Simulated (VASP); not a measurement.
OSZICAR of a VASP run on Bi (a7):

OSZICAR:
```
       N       E                     dE             d eps       ncg     rms          rms(c)
DAV:   1     0.275767172616E+03    0.27577E+03   -0.14716E+04  5556   0.164E+03
DAV:   2     0.130552697463E+02   -0.26271E+03   -0.25885E+03  5581   0.424E+02
DAV:   3    -0.840503308043E+01   -0.21460E+02   -0.21149E+02  6507   0.147E+02
DAV:   4    -0.911383653733E+01   -0.70880E+00   -0.70784E+00  6200   0.296E+01
DAV:   5    -0.914853519148E+01   -0.34699E-01   -0.34702E-01  7522   0.570E+00    0.107E+00
DAV:   6    -0.913376667202E+01    0.14769E-01   -0.20117E-02  6750   0.166E+00    0.616E-01
DAV:   7    -0.912694694359E+01    0.68197E-02   -0.13264E-02  6558   0.141E+00    0.105E-01
DAV:   8    -0.912687234016E+01    0.74603E-04   -0.13522E-03  5911   0.492E-01    0.167E-02
DAV:   9    -0.912687553445E+01   -0.31943E-05   -0.62900E-05  8234   0.761E-02    0.788E-03
DAV:  10    -0.912687466148E+01    0.87297E-06   -0.26221E-06  6305   0.128E-02    0.142E-03
DAV:  11    -0.912687473423E+01   -0.72753E-07   -0.19105E-07  4481   0.402E-03
   1 F= -.91268747E+01 E0= -.91268747E+01  d E =0.000000E+00
```

Which electronic solver shows in the log?

It is blocked Davidson (ALGO = Normal, or the opening steps of other solvers). The INCAR had ALGO = Normal.

Can the final energy be trusted as converged?

The calculation finished and met its thresholds. It stopped with EDIFF = 1E-7, NELM = 100 (LDA (Ceperley-Alder, Perdew-Zunger), plane waves, VASP's LDA PAW potentials (set 64)).

The compound is Bi in the a7 structure. It was relaxed first, which changed the volume by -5 %.
